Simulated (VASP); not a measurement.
Set up this calculation in VASP 6.6.1, as the native input.

```yaml
Task: relaxation of cell and atoms
Functional: r2SCAN
Potentials_or_basis: VASP PAW PBE potentials, release 64 (Si, C)
Cutoff: 600 eV
k_mesh: 8 × 8 × 2
Occupations: fermi-dirac, width 0.05 eV
Spin: no spin polarisation
Further_INCAR_settings: ALGO = Normal; EDIFF = 1e-07; IBRION = 2; EDIFFG = -0.005; NSW = 40; ISIF = 3
```

The structure of SiC lies in POSCAR:

```
SiC
1.0
    3.0800000000      0.0000000000      0.0000000000
   -1.5400000000      2.6673582437      0.0000000000
    0.0000000000      0.0000000000     15.1200000000
Si C
6 6
Direct
    0.0000000000      0.0000000000      0.0000000000
    0.3333333333      0.6666666667      0.1666666667
    0.6666666667      0.3333333333      0.3333333333
    0.0000000000      0.0000000000      0.5000000000
    0.6666666667      0.3333333333      0.6666666667
    0.3333333333      0.6666666667      0.8333333333
    0.0000000000      0.0000000000      0.1250000000
    0.3333333333      0.6666666667      0.2916666667
    0.6666666667      0.3333333333      0.4583333333
    0.0000000000      0.0000000000      0.6250000000
    0.6666666667      0.3333333333      0.7916666667
    0.3333333333      0.6666666667      0.9583333333
```

The cell was built by a generator and needn't be a form met in nature.

One way to write it, as run:

INCAR

```
PREC = Accurate ; ENCUT = 600
EDIFF = 1E-7 ; ISMEAR = -1
SIGMA = 0.05 ; LREAL = F
LASPH = T ; NELM = 100
ALGO = Normal ; ISIF = 3
LWAVE = F ; LCHARG = F
METAGGA = R2SCAN ; LMIXTAU = T
IBRION = 2 ; NSW = 40
EDIFFG = -0.005 ; KPAR = 4
```

KPOINTS

```
Automatic mesh
0
Gamma
  8 8 2
```

Potentials or basis: VASP PAW PBE potentials, release 64 (Si, C).

Run with:

```sh
$ cat potpaw_PBE.64/Si/POTCAR potpaw_PBE.64/C/POTCAR > POTCAR
$ mpirun -np 4 vasp_std > vasp.out
```

It gave:

The relaxed volume is 10.32 Å³/atom and the relaxed cell is a = 3.077 Å, b = 3.077 Å, c = 15.098 Å, α = 90.00°, β = 90.00°, γ = 120.00°. The space group after relaxing (to 0.05 Å) is P6_3mc (No. 186), the energy gained by relaxing is 0.2 meV/atom and the ionic steps are 7. The pressure after relaxing is 0.0 GPa and the band gap on the k mesh is 2.40 eV, indirect (least direct gap 3.56 eV).

Caveat: the PAW data sets were made with another functional, which shifts forces and pressure a little.

Run time: 8.7 min on 4 MPI ranks on Intel(R) Xeon(R) Platinum 8488C (Sapphire Rapids), with other jobs on the host, peak memory 0.38 GiB a rank.
